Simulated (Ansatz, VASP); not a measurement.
## Ag (Silver) in two plane-wave programs

Wanted: the spread between two codes on one cell, functional and k mesh. The cell is taken from a series of runs on this material, whose earlier steps may have relaxed, scaled, displaced or heated it; both programs get it as it stands.

Method: plane waves, with VASP 6.6.1 beside it; relaxation of cell and atoms at PBE with D4, in Ansatz 0.2.0.

## 1. Set-up

The structure is cubic, space group Fm-3m (No. 225). Conventional cell: a = 4.086 Å, b = 4.086 Å, c = 4.086 Å, α = 90.00°, β = 90.00°, γ = 90.00°. Nearest to Ag lie 12 Ag at 2.89 Å.

Coordinates:

```cif
data_structure
_symmetry_space_group_name_H-M 'Fm-3m'
_symmetry_Int_Tables_number 225
_cell_length_a 4.0860
_cell_length_b 4.0860
_cell_length_c 4.0860
_cell_angle_alpha 90.000
_cell_angle_beta 90.000
_cell_angle_gamma 90.000
_cell_volume 68.22
loop_
_atom_site_label
_atom_site_type_symbol
_atom_site_symmetry_multiplicity
_atom_site_Wyckoff_symbol
_atom_site_fract_x
_atom_site_fract_y
_atom_site_fract_z
_atom_site_occupancy
Ag1 Ag 4 a 0.00000 0.00000 0.00000 1
```

## 2. VASP: relaxation of cell and atoms, PBE with D4

The relaxed volume is the usual yardstick between codes: in a stiff, nearly cubic crystal its relative difference is about their pressure difference at one cell divided by the bulk modulus.

Lines of VASP's logs that name or quote its potential files are left out, and so is its time.

The input, INCAR:

```
SYSTEM = Ag
PREC = Accurate
ENCUT = 500
EDIFF = 1E-07
NELM = 120
ISMEAR = -1
SIGMA = 0.05
LREAL = .FALSE.
ALGO = Normal
GGA = PE
IVDW = 13
NBANDS = 11
LASPH = .TRUE.
LORBIT = 11
LWAVE = .FALSE.
LCHARG = .FALSE.
ISIF = 3
IBRION = 2
NSW = 80
EDIFFG = -0.005
GGA_COMPAT = .FALSE.
NELMIN = 4
```

The input, POSCAR:

```
Ag
1.0
    0.0000000000      2.0430000000      2.0430000000
    2.0430000000      0.0000000000      2.0430000000
    2.0430000000      2.0430000000      0.0000000000
Ag
1
Direct
    0.0000000000      0.0000000000      0.0000000000
```

The input, KPOINTS:

```
Automatic mesh
0
Gamma
14 14 14
0 0 0
```

Potentials, in the order of the species: Ag (PBE family, release 64).

Started as:

```console
$ mpirun -np 1 vasp_std
```

Numbers of over 12 decimals in the logs are rounded to 6 here.

What it wrote:

```text
[banner, memory and clock lines left out]
running    1 mpi-ranks, on    1 nodes
 distrk:  each k-point on    1 cores,    1 groups
 distr:  one band on    1 cores,    1 groups

 POSCAR found type information on POSCAR Ag
 POSCAR found :  1 types and       1 ions
 LDA part: xc-table for (Slater+PW92), standard interpolation
 POSCAR, INCAR and KPOINTS ok, starting setup
 FFT: planning ... GRIDC
 FFT: planning ... GRID_SOFT
 FFT: planning ... GRID
 WAVECAR not read
 entering main loop
       N       E                     dE             d eps       ncg     rms          rms(c)
DAV:   1     0.493997817029E+02    0.49400E+02   -0.54954E+03  2304   0.882E+02
DAV:   2    -0.227179464377E+01   -0.51672E+02   -0.49112E+02  2564   0.195E+02
DAV:   3    -0.296196308255E+01   -0.69017E+00   -0.68982E+00  2593   0.248E+01
DAV:   4    -0.296398973716E+01   -0.20267E-02   -0.20266E-02  2522   0.140E+00
DAV:   5    -0.296400599020E+01   -0.16253E-04   -0.16254E-04  2591   0.115E-01    0.524E+00
DAV:   6    -0.271918386008E+01    0.24482E+00   -0.10085E+00  2456   0.954E+00    0.338E+00
DAV:   7    -0.271073011318E+01    0.84537E-02   -0.10930E-02  2582   0.102E+00    0.190E+00
DAV:   8    -0.270779330906E+01    0.29368E-02   -0.68046E-04  2491   0.208E-01    0.872E-02
DAV:   9    -0.270780012670E+01   -0.68176E-05   -0.72069E-06  2575   0.214E-02    0.212E-02
DAV:  10    -0.270780587523E+01   -0.57485E-05   -0.37880E-06  2514   0.198E-02    0.604E-03
DAV:  11    -0.270780541026E+01    0.46497E-06   -0.76639E-08  2011   0.248E-03    0.550E-04
DAV:  12    -0.270780535603E+01    0.54232E-07   -0.71319E-09  1318   0.791E-04
   1 F= -.32755471E+01 E0= -.32744156E+01  d E =-.327555E+01
[...]
2 F= -.32756188E+01 E0= -.32745235E+01  d E =-.717664E-04
[...]
3 F= -.32756569E+01 E0= -.32745486E+01  d E =-.109820E-03
 curvature:  -0.30 expect dE=-0.129E-05 dE for cont linesearch -0.129E-05
 ZBRENT: interpolating
 opt :   0.5805  next Energy=    -3.275658 (dE=-0.111E-03)
 bond charge predicted
       N       E                     dE             d eps       ncg     rms          rms(c)
DAV:   1    -0.270585107085E+01   -0.27864E-03   -0.53448E-04  2429   0.250E-01    0.371E-02
DAV:   2    -0.270581995761E+01    0.31113E-04   -0.12562E-04  2393   0.106E-01    0.116E-02
DAV:   3    -0.270581885020E+01    0.11074E-05   -0.15022E-06  2570   0.108E-02    0.776E-03
DAV:   4    -0.270581799009E+01    0.86011E-06   -0.26649E-07  2417   0.409E-03    0.457E-04
DAV:   5    -0.270581799903E+01   -0.89374E-08   -0.19340E-09  1207   0.402E-04
   4 F= -.32756568E+01 E0= -.32745461E+01  d E =-.109706E-03
 curvature:  -0.29 expect dE=-0.134E-06 dE for cont linesearch -0.134E-06
 trial: gam=-0.03666 g(F)=  0.194E-65 g(S)=  0.461E-06 ort = 0.121E-04 (trialstep = 0.916E+00)
 search vector abs. value=  0.770E-09
 reached required accuracy - stopping structural energy minimisation
```

Parts of OUTCAR (step 2):

```text
ion  position               nearest neighbor table
   1  0.000  0.000  0.000-

  LATTYP: Found a face centered cubic cell.
 ALAT       =     4.0860000000

 Subroutine GETGRP returns: Found 48 space group operations
 (whereof 48 operations were pure point group operations)

The static configuration has the point symmetry O_h .

 Found    104 irreducible k-points:

   k-points           NKPTS =    104   k-points in BZ     NKDIM =    104   number of bands    NBANDS=     11

   dimension x,y,z NGX =    24 NGY =   24 NGZ =   24
   dimension x,y,z NGXF=    48 NGYF=   48 NGZF=   48

   ENCUT  =  500.0 eV  36.75 Ry    6.06 a.u.   5.27  5.27  5.27*2*pi/ulx,y,z

   NELECT =      11.0000    total number of electrons

 k-points in reciprocal lattice and weights: Automatic mesh
   0.00000000  0.00000000  0.00000000       0.000
   0.07142857  0.00000000  0.00000000       0.003
   0.14285714  0.00000000  0.00000000       0.003
   0.21428571  0.00000000  0.00000000       0.003
   0.28571429  0.00000000  0.00000000       0.003
   0.35714286  0.00000000  0.00000000       0.003
   0.42857143  0.00000000  0.00000000       0.003
   0.50000000  0.00000000  0.00000000       0.001
   0.07142857  0.07142857  0.00000000       0.002
[...]
-0.28571429  0.42857143  0.21428571       0.009
  -0.28571429  0.50000000  0.21428571       0.004

 average (electrostatic) potential at core
       1 -70.7264

 E-fermi :   8.4135

 k-point     1 :       0.0000    0.0000    0.0000
  band No.  band energies     occupation
    ...
      2       3.6605      2.00000
      3       3.6605      2.00000
      4       3.6605      2.00000
      5       4.7014      2.00000
      6       4.7014      2.00000
      7      24.5145      0.00000
      8      28.1150      0.00000
      9      28.1150      0.00000
     10      28.1150      0.00000
     11      32.9297      0.00000

 k-point     2 :       0.0714    0.0000    0.0000
  band No.  band energies     occupation
    ...
      2       3.6242      2.00000
      3       3.7044      2.00000
      4       3.7044      2.00000
      5       4.6848      2.00000
      6       4.6848      2.00000
      7      24.5333      0.00000
      8      26.8503      0.00000
      9      28.1822      0.00000
     10      28.1822      0.00000
     11      32.8659      0.00000

 k-point     3 :       0.1429    0.0000    0.0000
  band No.  band energies     occupation
    ...
      2       3.5598      2.00000
      3       3.8056      2.00000
      4       3.8056      2.00000
      5       4.6659      2.00000
      6       4.6659      2.00000
      7      23.5889      0.00000
      8      25.4985      0.00000
      9      28.3192      0.00000
     10      28.3192      0.00000
     11      31.7299      0.00000

  DFT-D4 for vdW energy calculation

  Edisp (eV):   -0.56984

  Total      -0.00179    -0.00179    -0.00179     0.00000     0.00000    -0.00000
  in kB      -0.16841    -0.16841    -0.16841     0.00000     0.00000    -0.00000
  external pressure =       -0.17 kB  Pullay stress =        0.00 kB

  energy-cutoff  :      500.00
  volume of cell :       16.99
      direct lattice vectors                 reciprocal lattice vectors
    -0.000000000  2.040319550  2.040319550    -0.245059653  0.245059653  0.245059653
     2.040319550  0.000000000  2.040319550     0.245059653 -0.245059653  0.245059653
     2.040319550  2.040319550 -0.000000000     0.245059653  0.245059653 -0.245059653

 POSITION                                       TOTAL-FORCE (eV/Angst)
 -----------------------------------------------------------------------------------
      0.00000      0.00000      0.00000         0.000000      0.000000      0.000000
 -----------------------------------------------------------------------------------
    total drift:                                0.000000     -0.000000     -0.000000

  FREE ENERGIE OF THE ION-ELECTRON SYSTEM (eV)
  ---------------------------------------------------
  free  energy   TOTEN  =        -3.2756567844 eV

  energy  without entropy=       -3.2734353392  energy(sigma->0) =       -3.27454606

 reached required accuracy - stopping structural energy minimisation

 total charge
# of ion       s       p       d       tot
------------------------------------------
    1        0.422   0.302   9.158   9.882

[... 3 further parts left out ...]
```

This run has no spin polarisation. Its electron count is odd, so without a moment it is a metal by construction. Dispersion corrections of this kind ignore metallic screening and tend to overbind metals. The run keeps the 48 symmetry operations of its start, so it cannot find a distortion of lower symmetry.

## 3. Ansatz: relaxation of cell and atoms, PBE with D4

Ansatz runs on its default PAW (the set named soft_2) files.

The same cell, functional, mesh and smearing now go to Ansatz, which takes its cutoff from its data sets.

The input, input.yaml:

```yaml
crystal:
  lattice:
    - [0.0, 2.043, 2.043]
    - [2.043, 0.0, 2.043]
    - [2.043, 2.043, 0.0]
  atoms:
    - { symbol: Ag, position: [0.0, 0.0, 0.0] }
kpoints:
  mp_grid: { grid: [14, 14, 14] }
scf:
  occupations: { method: fermi_dirac, width: 0.05 }
hamiltonian:
  xc: pbe
  pseudopotentials: { kind: paw }
  dispersion: d4
relax:
  f_tol: 0.01
  max_steps: 60
  cell: { stress_tol: 0.02 }
output:
  forces: true
  stress: true
```

Started as:

```console
$ ansatz run input.yaml --threads 4 --pin off --max-ram 8192MiB --backend cpu --events-out ev --progress --plain --runs-dir out
```

What it wrote:

```text
Engine: ansatz 0.2.0, aarch64-unknown-linux-gnu
Pseudopotentials: kind: paw
Pseudopotential: Ag, paw, valence charge 19, recommended cutoff 420 eV (normal), Ag.paw.azcp
Functional definition: PBE
  parameter kappa = 0.804
  parameter beta = 0.066725
  exchange = pbe_x(kappa = kappa, mu = beta*pi^2/3)
  correlation = pbe_c(beta = beta)
Crystal: 1 atoms, lattice volume = 17.054 Å³
Basis set: ecut = 420 eV, 331 PW (Γ), exchange–correlation on 40×40×40 points (8 copies of the dense FFT grid, shifted against one another)
Bands: 14, of which v1, the nominal top of the filled ones, is band 10 counted from 1 (9 counted from 0)
Symmetry: 48 space group operations
Space group: Fm-3m (ITA 225), of the structure as read, at distance tolerance 2.6e-5 Å
k-points: 104 of 2744
Non-local potential: Ag, projectors of the file, l = 0: 3, l = 1: 2, l = 2: 2, l = 3: 1
PAW form: soft (Blöchl's): semilocal exchange-correlation on the pseudo side does not see the compensation charge
PAW one-centre angular grid: Ag, 590 points (default); XC on 64 Gauss nodes
Initial density: superposition of atomic densities (neutral atoms: chi_scale 0, normalization atom), corrected by the library's trained network
Initial wavefunctions: pseudopotential atomic-orbital guess
Functional: x = pbe(κ = 0.804, μ = 0.219515), c = pbe(β = 0.066725)
SCF iter   1: F=—  HF=-7591.110953 eV  |F-HF|=—  |Δ(HF+E_count)|=         —  Δρ=8.28e-4  dr2=1.60e-5  ethr=1.77e-3  ⟨swp⟩=4.6  Hψ=7397  notcnv=0
preconditioner: auto → none  [metal: Δε(μ)=0.101 eV  Ē_g=16.247 eV  σ=0.050 eV  W_gap=0.46  n_scr=8 (ndim 8)  ℏωp=29.8 eV  f_vac=0.000  D(μ)=0.27/eV (n_scr^D=0)  sad-step TF]
SCF iter   2: F=—  HF=-7591.111139 eV  |F-HF|=—  |Δ(HF+E_count)|=   1.86e-4  Δρ=4.72e-4  dr2=6.48e-6  ethr=8.43e-8  ⟨swp⟩=2.1  Hψ=3308  notcnv=0
SCF iter   3: F=—  HF=-7591.111184 eV  |F-HF|=—  |Δ(HF+E_count)|=   4.55e-5  Δρ=2.84e-4  dr2=1.21e-5  ethr=3.41e-8  ⟨swp⟩=2.0  Hψ=2424  notcnv=0
SCF iter   4: F=—  HF=-7591.111181 eV  |F-HF|=—  |Δ(HF+E_count)|=   3.30e-6  Δρ=7.51e-5  dr2=7.88e-7  ethr=3.41e-8  ⟨swp⟩=2.0  Hψ=1970  notcnv=0
iter 5 did not close the SCF: its close was put off for the readings that it lacked (scf_convergence_deferred on its scf_iter line)
SCF iter   5: F=-7591.111181 eV  HF=-7591.111181 eV  |F-HF|=8.88e-9  |Δ(HF+E_count)|=   1.22e-7  Δρ=1.47e-5  dr2=2.58e-8  ethr=4.15e-9  ⟨swp⟩=2.0  Hψ=1989  notcnv=0
SCF iter   6: F=-7591.111181 eV  HF=-7591.111181 eV  |F-HF|=4.95e-9  |Δ(HF+E_count)|=   5.48e-9  Δρ=6.23e-6  dr2=6.50e-9  ethr=1.36e-10  ⟨swp⟩=2.0  Hψ=4284  notcnv=0
SCF 1 converged in 6 iterations: F = -7591.111181 eV  dr2 = 6.50e-9
  greatest PAW one-centre occupation: 1.000 electrons in one spin orbital (limit 2), on the Ag atom at site 0 (counted from 0), in its partial waves of l = 0
relax step   1: F+E_penalty+E_count = -7591.11118105 eV  Δ(F+E_penalty+E_count) = +0.000e0 eV  max|allowed force component| = 0.000e0 eV/Å  Δτ_max = 0.0000 Å  P = -0.322 GPa  Ω = 17.054 Å³  (6 SCF iters, dr2 threshold 1.00e-7 eV, accepted)
[...]
relax step   2: F+E_penalty+E_count = -7591.11123936 eV  Δ(F+E_penalty+E_count) = -5.831e-5 eV  max|allowed force component| = 0.000e0 eV/Å  Δτ_max = 0.0000 Å  P = +0.257 GPa  Ω = 16.964 Å³  energy of the carried Pulay correction = +3.880e-5 eV  (4 SCF iters, dr2 threshold 1.00e-7 eV, accepted)
[...]
relax step   3: F+E_penalty+E_count = -7591.11125403 eV  Δ(F+E_penalty+E_count) = -1.468e-5 eV  max|allowed force component| = 0.000e0 eV/Å  Δτ_max = 0.0000 Å  P = -0.002 GPa  Ω = 17.004 Å³  energy of the carried Pulay correction = +2.162e-5 eV  (4 SCF iters, dr2 threshold 1.00e-7 eV, accepted)
[...]
relax step   4: F+E_penalty+E_count = -7591.11123310 eV  Δ(F+E_penalty+E_count) = +2.093e-5 eV  max|allowed force component| = 0.000e0 eV/Å  Δτ_max = 0.0000 Å  P = -0.001 GPa  Ω = 17.004 Å³  stress off target by 8.09e-4 GPa  SCF on the basis re-selected at this cell (its energy is not comparable with the rows above)  (5 SCF iters)
basis re-selected at this cell: Δ(F+E_penalty+E_count) = +2.093e-5 eV, ΔP = +0.001 GPa vs the last step (what re-selecting the basis moved, of the pressure what is left beyond the Pulay correction that the steps carried, after the strain that the cell walked since its last selection, with what the two solves' SCF thresholds leave and, on support functions, any second-order correction that the steps lacked; it is no measure of the basis error at this ecutwfc). This SCF's stress stands 8.09e-4 GPa from its target on what of the cell is left free (relax.cell.stress_tol is 2.00e-2 GPa) and its largest allowed force component is 0.00e0 eV/Å (relax.f_tol is 1.00e-2 eV/Å): [rest of the remark cut]
SCF converged after 5 iterations
Free energy (F): -7591.111233 eV
Harris-Foulkes:  -7591.111233 eV  (|F-HF|=0.00e0)
Internal energy: -7591.109045 eV  (E = F + TS)
E sigma→0 (E₀):  -7591.110139 eV
Entropy (-TS):   -0.002188 eV (-2.188 meV/atom)
Fermi energy:    17.361478 eV
--- Per-component energies (eV) ---
  E_band       = -233.005850
  E_kinetic    = 527.600048
  E_local      = -2189.352969  (includes V_loc(G=0)·N_el)
  E_nonlocal   = 79.855107
  E_hartree    = 997.702046
  E_xc         = -185.112224
  E_vxc        = -235.240364  (∫ρ·V_xc dr)
  E_paw        = -3901.873126  (= ΣΔE_a)
  E_vpaw       = -411.272087  (= ΣTr[D̂ρ^β])
  E_aug_tail   = 0.000327  (compensation charges beyond the density's cutoff)
  E_ewald      = -2919.358823
  E_disp       = -0.569433  (pairwise vdW)
  E_smearing   = -0.002188  (= −TS)
  E_closure    = -0.000000  (closes the sum)
  Σ components = -7591.111233   (vs F -7591.111233, Δ=0.00e0)
--- Forces (eV/Å), atoms counted from 1 ---
  atom   1  Ag    -0.00000000     0.00000000     0.00000000
  max |Σ_I F_I| component: 3.70e-32 eV/Å
--- Stress (GPa, compression-positive) ---
       -0.000809       0.000000       0.000000
       -0.000000      -0.000809       0.000000
        0.000000       0.000000      -0.000809
  P = ⅓ Tr σ = -0.0008 GPa (-0.008 kbar)
--- Relaxed structure (3 steps of the walk, 3 accepted, 1 SCFs on fresh bases) ---
  F+E_penalty+E_count = -7591.11123310 eV   max|allowed force component| = 0.000e0 eV/Å   (the final SCF, on the basis selected at the relaxed cell)
  cell:  # Å, volume = 17.0037 Å³
    - [0, 2.040976, 2.040976]
    - [2.040976, 0, 2.040976]
    - [2.040976, 2.040976, 0]
  atoms:
    - { symbol: Ag, position: [0.0, 0.0, 0.0] }
```

In the SCF lines HF is the Harris–Foulkes energy and dr2 the Hartree energy of the density residual, in eV; the loop may stop once dr2 is under the threshold and the program's other checks hold. Hψ counts applications of the Hamiltonian.

## 4. Comparison

Known differences besides the potentials themselves: the data sets hold 19 valence electrons in Ansatz (on its default PAW (the set named soft_2) files) and 11 in VASP; the cutoff is 420 eV in Ansatz and 500 eV in VASP; Ansatz adds a Pulay correction to the stress that steers its cell, VASP none. Total energies have different zeros and are not compared.

Compared:

```tsv
quantity	Ansatz	VASP	difference
volume (Å³)	17.00	16.99	+0.10 %
edge a after relaxation, in the typed setting (Å)	2.886	2.885	+0.03 %
```

## 5. Results

```
difference in volume (relaxation of cell and atoms, PBE with D4) : 0.096 %
```

**Reading.** The difference in volume is 0.096 % (relaxation of cell and atoms, PBE with D4), within the 1.2 % picked in this series as the mark of a large difference, as far as the stopping tolerances let one tell. The data sets hold unlike numbers of valence electrons (19 in Ansatz and 11 in VASP), so part of the differences comes from the potentials. Such differences can come from data sets, numerical settings and the points named under the comparisons, not from the functional's error against experiment.

[Lines on the potential files, build, host, timing and source positions are cut from VASP's logs without a mark.]

[Logs are printed without paths, hosts, clocks, repeated set-up lines and the standing remarks that a program may print on its own settings, such as how far it seeks lower states.]

[Hosts, paths, dates, database ids (printed as entryN), source tags and the programs' standing remarks are cut or masked in the printed files.]
